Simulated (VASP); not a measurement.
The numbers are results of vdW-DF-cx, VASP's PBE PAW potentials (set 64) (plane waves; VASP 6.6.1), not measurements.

The input files of a VASP run:

**INCAR**
```
SYSTEM = CuI
PREC = Accurate
ENCUT = 520
EDIFF = 1E-7
NELM = 100
ALGO = Normal
LREAL = .FALSE.
LASPH = .TRUE.
ISMEAR = -5
GGA = CX
LUSE_VDW = .TRUE.
AGGAC = 0.0
LMAXMIX = 4
LWAVE = .FALSE.
LCHARG = .TRUE.
LORBIT = 11
NEDOS = 601
ISIF = 2
```

**POSCAR**
```
CuI
1
    0.0000000000     2.9899663384     2.9899663384
    2.9899663384     0.0000000000     2.9899663384
    2.9899663384     2.9899663384     0.0000000000
Cu I
1 1
Direct
  0.0000000000   0.0000000000   0.0000000000
  0.2500000000   0.2500000000   0.2500000000
```

### KPOINTS
```
Automatic
0
Gamma
 9 9 9
```

POTCAR, in this order: Cu I (PBE.64 set). Program: vasp_std.

The run wrote:

File OSZICAR:
```
       N       E                     dE             d eps       ncg     rms          rms(c)
DAV:   1     0.111533247850E+03    0.11153E+03   -0.79236E+03   910   0.147E+03
DAV:   2     0.692479104680E+01   -0.10461E+03   -0.98491E+02   940   0.273E+02
DAV:   3    -0.830056859451E+00   -0.77548E+01   -0.76404E+01  1223   0.835E+01
DAV:   4    -0.110168474897E+01   -0.27163E+00   -0.27149E+00  1109   0.139E+01
DAV:   5    -0.111160457900E+01   -0.99198E-02   -0.99197E-02  1337   0.281E+00    0.561E+00
DAV:   6    -0.102779387386E+01    0.83811E-01   -0.40839E+00   941   0.593E+01    0.366E+00
DAV:   7    -0.859169676004E+00    0.16862E+00   -0.90565E-01  1000   0.353E+01    0.175E+00
DAV:   8    -0.861795641674E+00   -0.26260E-02   -0.58830E-02  1352   0.447E+00    0.524E-01
DAV:   9    -0.858071382556E+00    0.37243E-02   -0.16669E-02  1158   0.414E+00    0.179E-01
DAV:  10    -0.858190967558E+00   -0.11959E-03   -0.74119E-04  1078   0.228E-01    0.113E-01
DAV:  11    -0.858214149374E+00   -0.23182E-04   -0.59122E-04  1237   0.792E-01    0.387E-02
DAV:  12    -0.858214133072E+00    0.16302E-07   -0.67263E-05  1409   0.142E-01    0.367E-02
DAV:  13    -0.858213235633E+00    0.89744E-06   -0.29603E-06  1355   0.274E-02    0.165E-02
DAV:  14    -0.858211922952E+00    0.13127E-05   -0.75522E-06  1279   0.896E-02    0.178E-03
DAV:  15    -0.858212236541E+00   -0.31359E-06   -0.13855E-06  1308   0.940E-03    0.446E-03
DAV:  16    -0.858212168325E+00    0.68216E-07   -0.47430E-08   615   0.418E-03
   1 F= -.85821217E+00 E0= -.85821217E+00  d E =0.000000E+00
```

File OUTCAR:
```
------------------------ aborting loop because EDIFF is reached ----------------------------------------
  FORCE on cell =-STRESS in cart. coord.  units (eV):
  Direction    XX          YY          ZZ          XY          YZ          ZX
  --------------------------------------------------------------------------------------
  Total       -0.0211356     -0.0211356     -0.0211356     -0.0000000     -0.0000000     -0.0000000
  in kB       -0.6334278     -0.6334278     -0.6334278     -0.0000000     -0.0000000     -0.0000000
  external PRESSURE =      -0.6334278 kB  Pullay stress =       0.0000000 kB
  volume of cell :       53.46
      direct lattice vectors                 reciprocal lattice vectors
     0.000000000  2.989966338  2.989966338    -0.167225963  0.167225963  0.167225963
     2.989966338  0.000000000  2.989966338     0.167225963 -0.167225963  0.167225963
     2.989966338  2.989966338  0.000000000     0.167225963  0.167225963 -0.167225963
  FREE ENERGIE OF THE ION-ELECTRON SYSTEM (eV)
  ---------------------------------------------------
  free  energy   TOTEN  =        -0.8582121683 eV

  energy  without entropy=       -0.8582121683  energy(sigma->0) =       -0.85821217

 total charge

# of ion       s       p       d       tot
------------------------------------------
    1        0.343   0.287   9.331   9.961
    2        1.493   2.759   0.059   4.311
--------------------------------------------------
tot          1.837   3.045   9.390  14.272
```
(Selected blocks of OUTCAR.)

File OUTCAR:
```
 val. band max:        4.7565131188   @ k =   0.0000   0.0000   0.0000

 cond. band min:       5.9488591350   @ k =   0.0000   0.0000   0.0000


 Fermi energy:         4.7914115805

 k-point     1 :       0.0000    0.0000    0.0000
  band No.  band energies     occupation
      1      -9.4675      2.00000
      2       0.9424      2.00000
      3       0.9424      2.00000
      4       0.9424      2.00000
      5       2.7102      2.00000
      6       2.7102      2.00000
      7       4.7565      2.00000
      8       4.7565      2.00000
      9       4.7565      2.00000
     10       5.9489      0.00000
     11       9.5856      0.00000
     12       9.5856      0.00000
     13       9.5856      0.00000

 k-point     2 :       0.1111    0.0000    0.0000
  band No.  band energies     occupation
      1      -9.4039      2.00000
      2       0.7050      2.00000
      3       0.9489      2.00000
      4       0.9489      2.00000
      5       2.7046      2.00000
      6       2.7046      2.00000
      7       4.1702      2.00000
      8       4.6528      2.00000
      9       4.6528      2.00000
     10       6.5694      0.00000
     11       9.5051      0.00000
     12       9.7720      0.00000
     13       9.7720      0.00000

 k-point     3 :       0.2222    0.0000    0.0000
  band No.  band energies     occupation
      1      -9.2342      2.00000
      2       0.1017      2.00000
      3       0.9632      2.00000
      4       0.9632      2.00000
      5       2.6988      2.00000
      6       2.6988      2.00000
      7       3.4798      2.00000
      8       4.4123      2.00000
      9       4.4123      2.00000
     10       7.0459      0.00000
     11      10.0179      0.00000
     12      10.1058      0.00000
     13      10.1058      0.00000

 k-point     4 :       0.3333    0.0000    0.0000
  band No.  band energies     occupation
      1      -9.0235      2.00000
      2      -0.5756      2.00000
      3       0.9747      2.00000
...
```

Unless said otherwise, spin-orbit coupling is left out, though it shifts the bands of the heavy elements here.

The compound is CuI in the zinc blende structure. It was relaxed first.
